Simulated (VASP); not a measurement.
Computed with optB88-vdW, VASP's PBE PAW potentials (set 64) (plane waves; VASP).

VASP ran on this input.

**POSCAR**
```
NaSrCl3
1
    5.4218160000     0.0000000000     0.0000000000
    0.0000000000     5.4218160000     0.0000000000
    0.0000000000     0.0000000000     5.4218160000
Na Sr Cl
1 1 3
Direct
  0.0000000000   0.0000000000   0.0000000000
  0.5000000000   0.5000000000   0.5000000000
  0.0000000000   0.5000000000   0.5000000000
  0.5000000000   0.5000000000   0.0000000000
  0.5000000000   0.0000000000   0.5000000000
```

**KPOINTS**
```
Automatic mesh
0
Gamma
4 4 4
0 0 0
```

### INCAR
```
SYSTEM = NaSrCl3
PREC = Accurate
ENCUT = 400
EDIFF = 1E-6
NELM = 100
ALGO = Normal
LREAL = .FALSE.
LASPH = .TRUE.
ISMEAR = 0
SIGMA = 0.05
GGA = BO
LMAXMIX = 4
LWAVE = .FALSE.
LCHARG = .FALSE.
ISIF = 2
PARAM1 = 0.1833333333
PARAM2 = 0.22
LUSE_VDW = .TRUE.
AGGAC = 0.0
```

POTCAR, in this order: Na_pv Sr_sv Cl (PBE.64 set). Program: vasp_std.

What VASP printed:

OUTCAR:
```
 ion  position               nearest neighbor table
   1  0.000  0.000  0.000-
   2  0.500  0.500  0.500-   3 2.71   4 2.71   5 2.71   4 2.71   5 2.71   3 2.71
   3  0.000  0.500  0.500-   2 2.71   2 2.71
   4  0.500  0.500  0.000-   2 2.71   2 2.71
   5  0.500  0.000  0.500-   2 2.71   2 2.71
  LATTYP: Found a simple cubic cell.
 ALAT       =     5.4218160000
 Subroutine PRICEL returns:
 Original cell was already a primitive cell.
 Subroutine GETGRP returns: Found 48 space group operations
The static configuration has the point symmetry O_h .
The dynamic configuration has the point symmetry O_h .
 Subroutine INISYM returns: Found 48 space group operations
 Subroutine IBZKPT returns following result:
 Found     10 irreducible k-points:

 Following reciprocal coordinates:
            Coordinates               Weight
  0.000000  0.000000  0.000000      1.000000
  0.250000  0.000000  0.000000      6.000000
  0.500000  0.000000  0.000000      3.000000
  0.250000  0.250000  0.000000     12.000000
  0.500000  0.250000  0.000000     12.000000
  0.500000  0.500000  0.000000      3.000000
  0.250000  0.250000  0.250000      8.000000
  0.500000  0.250000  0.250000     12.000000
  0.500000  0.500000  0.250000      6.000000
  0.500000  0.500000  0.500000      1.000000
   k-points           NKPTS =     10   k-points in BZ     NKDIM =     10   number of bands    NBANDS=     23
   number of dos      NEDOS =    301   number of ions     NIONS =      5
   total plane-waves  NPLWV =  46656
   dimension x,y,z NGX =    36 NGY =   36 NGZ =   36
   dimension x,y,z NGXF=    72 NGYF=   72 NGZF=   72
   ions per type =               1   1   3
   PREC   = accura    normal or accurate (medium, high low for compatibility)
   ISTART =      0    job   : 0-new  1-cont  2-samecut
   ICHARG =      2    charge: 1-file 2-atom 10-const
   ISPIN  =      1    spin polarized calculation?
   LNONCOLLINEAR =      F non collinear calculations
...
```

**OSZICAR**
```
       N       E                     dE             d eps       ncg     rms          rms(c)
DAV:   1     0.320028964090E+03    0.32003E+03   -0.15463E+04   484   0.121E+03
DAV:   2     0.238162705959E+02   -0.29621E+03   -0.29077E+03   560   0.316E+02
DAV:   3    -0.921354327351E+01   -0.33030E+02   -0.32973E+02   690   0.106E+02
DAV:   4    -0.102072605711E+02   -0.99372E+00   -0.99307E+00   655   0.183E+01
DAV:   5    -0.102449148531E+02   -0.37654E-01   -0.37650E-01   770   0.210E+00    0.261E+01
DAV:   6    -0.920404674678E+01    0.10409E+01   -0.19241E+00   565   0.594E+00    0.162E+01
DAV:   7    -0.893618662772E+01    0.26786E+00   -0.12868E+00   610   0.502E+00    0.184E+00
DAV:   8    -0.890167457860E+01    0.34512E-01   -0.16217E-01   559   0.211E+00    0.433E-01
DAV:   9    -0.889640890654E+01    0.52657E-02   -0.11887E-02   595   0.650E-01    0.392E-01
DAV:  10    -0.889471038553E+01    0.16985E-02   -0.34477E-03   611   0.344E-01    0.143E-01
DAV:  11    -0.889464175463E+01    0.68631E-04   -0.43686E-04   667   0.127E-01    0.616E-02
DAV:  12    -0.889465922246E+01   -0.17468E-04   -0.24123E-05   582   0.385E-02    0.202E-02
DAV:  13    -0.889466317827E+01   -0.39558E-05   -0.10480E-05   574   0.211E-02    0.978E-03
DAV:  14    -0.889466348017E+01   -0.30190E-06   -0.70095E-07   412   0.617E-03
   1 F= -.88946635E+01 E0= -.88946635E+01  d E =-.436997E-13
```

**OUTCAR**
```
------------------------ aborting loop because EDIFF is reached ----------------------------------------
  FORCE on cell =-STRESS in cart. coord.  units (eV):
  Direction    XX          YY          ZZ          XY          YZ          ZX
  --------------------------------------------------------------------------------------
  Total        2.7762106      2.7762106      2.7762106      0.0000000     -0.0000000      0.0000000
  in kB       27.9079968     27.9079968     27.9079968      0.0000000     -0.0000000      0.0000000
  external PRESSURE =      27.9079968 kB  Pullay stress =       0.0000000 kB
  volume of cell :      159.38
      direct lattice vectors                 reciprocal lattice vectors
     5.421816000  0.000000000  0.000000000     0.184440047  0.000000000  0.000000000
     0.000000000  5.421816000  0.000000000     0.000000000  0.184440047  0.000000000
     0.000000000  0.000000000  5.421816000     0.000000000  0.000000000  0.184440047
 POSITION                                       TOTAL-FORCE (eV/Angst)
 -----------------------------------------------------------------------------------
      0.00000      0.00000      0.00000         0.000000      0.000000      0.000000
      2.71091      2.71091      2.71091         0.000000      0.000000      0.000000
      0.00000      2.71091      2.71091         0.000000      0.000000      0.000000
      2.71091      2.71091      0.00000         0.000000      0.000000      0.000000
      2.71091      0.00000      2.71091         0.000000      0.000000      0.000000
 -----------------------------------------------------------------------------------
    total drift:                                0.000000      0.000000      0.000000
  FREE ENERGIE OF THE ION-ELECTRON SYSTEM (eV)
  ---------------------------------------------------
  free  energy   TOTEN  =        -8.8946634802 eV

  energy  without entropy=       -8.8946634802  energy(sigma->0) =       -8.89466348
```
(Selected blocks of OUTCAR.)

The structure was generated: NaSrCl3 was put into the cubic-perovskite type (Pm-3m), which need not be its known phase. The cell was not relaxed at this level. The run is one of a series of settings (AGGAC = 0.0, GGA = BO, LUSE_VDW = .TRUE., PARAM1 = 0.1833333333, PARAM2 = 0.22 against the base run), some of them coarse on purpose.
